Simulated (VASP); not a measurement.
Calculation: PBE GGA with D3 dispersion (zero damping), VASP's PBE PAW potentials (set 64) (plane waves; VASP).

A VASP calculation is set up with these files.

**KPOINTS**
```
Automatic
0
gamma
6 6 6
```

File POSCAR:
```
CeO2
1
   -0.0000000000     2.7188436294     2.7188436294
    2.7188436294     0.0000000000     2.7188436294
    2.7188436294     2.7188436294     0.0000000000
Ce O
1 2
Direct
  0.0000000000   0.0000000000   0.0000000000
  0.2500000000   0.2500000000   0.2500000000
  0.7500000000   0.7500000000   0.7500000000
```

### INCAR
```
SYSTEM=CeO2
PREC=Accurate; ENCUT=520; LREAL=.FALSE.
LASPH=.TRUE.
EDIFF=1E-6; NELM=100; ALGO=Normal
LMAXMIX=6
ISMEAR=0; SIGMA=0.05
GGA=PE; IVDW=11
IBRION=2; NSW=60; ISIF=3
EDIFFG=-0.02
LWAVE=.FALSE.; LCHARG=.FALSE.
```

POTCAR, in this order: Ce O (PBE.64 set). Program: vasp_std.

What VASP printed:

File OSZICAR:
```
       N       E                     dE             d eps       ncg     rms          rms(c)
DAV:   1     0.237027163442E+03    0.23703E+03   -0.11689E+04   520   0.203E+03
DAV:   2     0.121746269700E+02   -0.22485E+03   -0.21273E+03   752   0.314E+02
DAV:   3    -0.297795692534E+02   -0.41954E+02   -0.35670E+02   656   0.154E+02
DAV:   4    -0.317190092787E+02   -0.19394E+01   -0.19390E+01   824   0.368E+01
DAV:   5    -0.318131867312E+02   -0.94177E-01   -0.94165E-01   840   0.709E+00    0.302E+01
DAV:   6    -0.296223481223E+02    0.21908E+01   -0.94676E+01   752   0.595E+01    0.269E+01
DAV:   7    -0.283176670061E+02    0.13047E+01   -0.18841E+02   768   0.130E+02    0.213E+01
DAV:   8    -0.275950567112E+02    0.72261E+00   -0.35908E+00   648   0.207E+01    0.142E+01
DAV:   9    -0.262931650570E+02    0.13019E+01   -0.67385E+00   760   0.217E+01    0.182E+00
DAV:  10    -0.262641740077E+02    0.28991E-01   -0.24730E-01   904   0.418E+00    0.126E+00
DAV:  11    -0.262452013125E+02    0.18973E-01   -0.42731E-02   712   0.203E+00    0.119E+00
DAV:  12    -0.262266011544E+02    0.18600E-01   -0.73979E-02   624   0.212E+00    0.769E-01
DAV:  13    -0.262292543923E+02   -0.26532E-02   -0.13617E-01   896   0.355E+00    0.989E-01
DAV:  14    -0.262244092767E+02    0.48451E-02   -0.31404E-02   704   0.170E+00    0.234E-01
DAV:  15    -0.262245597317E+02   -0.15045E-03   -0.54279E-04   744   0.194E-01    0.198E-01
DAV:  16    -0.262243279938E+02    0.23174E-03   -0.12601E-03   784   0.350E-01    0.562E-02
DAV:  17    -0.262243263333E+02    0.16605E-05   -0.64818E-05   744   0.589E-02    0.302E-02
DAV:  18    -0.262243175592E+02    0.87741E-05   -0.75302E-05   752   0.811E-02    0.365E-03
DAV:  19    -0.262243173159E+02    0.24327E-06   -0.24748E-06   600   0.106E-02
   1 F= -.26749632E+02 E0= -.26749632E+02  d E =-.267496E+02
```

File OUTCAR:
```
------------------------ aborting loop because EDIFF is reached ----------------------------------------
 Edisp (eV)   -0.52531
  FORCE on cell =-STRESS in cart. coord.  units (eV):
  Direction    XX          YY          ZZ          XY          YZ          ZX
  --------------------------------------------------------------------------------------
  Total      -0.03304    -0.03304    -0.03304     0.00000    -0.00000     0.00000
  in kB      -1.31678    -1.31678    -1.31678     0.00000    -0.00000     0.00000
  external pressure =       -1.32 kB  Pullay stress =        0.00 kB
  volume of cell :       40.20
      direct lattice vectors                 reciprocal lattice vectors
     0.000000000  2.718843629  2.718843629    -0.183901713  0.183901713  0.183901713
     2.718843629  0.000000000  2.718843629     0.183901713 -0.183901713  0.183901713
     2.718843629  2.718843629  0.000000000     0.183901713  0.183901713 -0.183901713
 POSITION                                       TOTAL-FORCE (eV/Angst)
 -----------------------------------------------------------------------------------
      0.00000      0.00000      0.00000        -0.000000      0.000000      0.000000
      1.35942      1.35942      1.35942        -0.000000     -0.000000      0.000000
      4.07827      4.07827      4.07827         0.000000      0.000000     -0.000000
 -----------------------------------------------------------------------------------
    total drift:                                0.000000     -0.000000      0.000000
  FREE ENERGIE OF THE ION-ELECTRON SYSTEM (eV)
  ---------------------------------------------------
  free  energy   TOTEN  =       -26.7496317765 eV

  energy  without entropy=      -26.7496317765  energy(sigma->0) =      -26.74963178

 reached required accuracy - stopping structural energy minimisation
```
(Selected blocks of OUTCAR.)

The compound is CeO2 in the fluorite structure. It was relaxed first. The start is the result of an earlier pass. The run is not spin-polarised, so no magnetic state was tried.
